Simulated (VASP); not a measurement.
A run of VASP 6.6.1:

INCAR

```
ALGO     = Fast           # electronic algorithm
EDIFF    = 1E-7           # SCF threshold, eV
ENCUT    = 520            # plane-wave cutoff, eV
GGA      = PE             # functional
ISIF     = 2              # what is computed and relaxed
ISMEAR   = 1              # smearing method
LASPH    = T              # aspherical terms in the spheres
LCHARG   = F              # write CHGCAR
LREAL    = F              # projectors in reciprocal space
LWAVE    = F              # write WAVECAR
NBANDS   = 49             # bands
NELM     = 100            # most SCF steps
PREC     = Accurate       # precision mode
SIGMA    = 0.15           # smearing width, eV
```

The input KPOINTS:

```
k-points
0
Gamma
  2 2 2
```

The input POSCAR:

```
HfTe4Cl6
1.0
    6.8539760000     -0.4232390000     -0.6459290000
    0.1389250000      6.9484920000     -0.2114840000
   -0.6128540000      0.3166070000      7.7634880000
Cl Hf Te
6 1 4
Direct
    0.0566721407      0.5477534028      0.1678444354
    0.7779576997      0.6819332954      0.3880646715
    0.8481343956      0.0496794124      0.1798430039
    0.1685258307      0.8307216189      0.5945168012
    0.5044782694      0.3633600896      0.7308278172
    0.2585215710      0.1040616345      0.3466378708
    0.5158173659      0.3971090213      0.1444066893
    0.0721315454      0.3889891885      0.6052570503
    0.8173945864      0.7441154460      0.8159612508
    0.3942164178      0.8795423538      0.9711306247
    0.7136208322      0.0843638727      0.5443830144
```

Potentials or basis: VASP PAW PBE potentials, release 64 (Cl, Hf_pv, Te).

The run is started by

```console
$ cat potpaw_PBE.64/Cl/POTCAR potpaw_PBE.64/Hf_pv/POTCAR potpaw_PBE.64/Te/POTCAR > POTCAR
$ mpirun -np 1 vasp_std > vasp.out
```

Hardware: 1 thread of Intel(R) Xeon(R) Platinum 8559C (Emerald Rapids), on a shared host.

Problem. How long does it take, and how much memory?

Solution. Wall time 3.5 min on 1 thread of Intel(R) Xeon(R) Platinum 8559C (Emerald Rapids) (shared host), peak memory 0.48 GiB. Counts: scf iterations 21, k points 8.
